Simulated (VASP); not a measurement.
Input:

```
ZrS2
1.0
    1.80577    -3.12768     0.00000
    1.80577     3.12768     0.00000
    0.00000     0.00000     5.79648
Zr S
1 2
Direct
  0.00000   0.00000   0.00000
  0.33333   0.66667   0.24949
  0.66667   0.33333   0.75051
```

Level of theory: PBEsol GGA, VASP's PBE PAW potentials (set 64) (plane waves; VASP). Settings: 480 eV cut-off, 6×6×4 Γ-centred mesh, Gaussian smearing of 0.050 eV, potentials Zr_sv S.

Without a dispersion term in the relaxation, distances and binding between the weakly bound layers, chains or molecules are unreliable, and so is what depends on them.

**Question.** Which forces act on the atoms, in eV/Å?

**Answer.** 
```csv
atom,Fx,Fy,Fz
Zr1,0.000,0.000,0.000
S2,0.000,0.000,0.161
S3,0.000,0.000,-0.161
```

**Question.** Give the stress tensor in GPa (positive for a compressed cell).

**Answer.** 
```
1.65  0.00  0.00
0.00  1.65  0.00
0.00  0.00  1.44
```
The pressure is its mean diagonal, 1.58 GPa.

The compound is ZrS2 in the 1T layered structure. This cell was strained or had an atom moved on purpose.
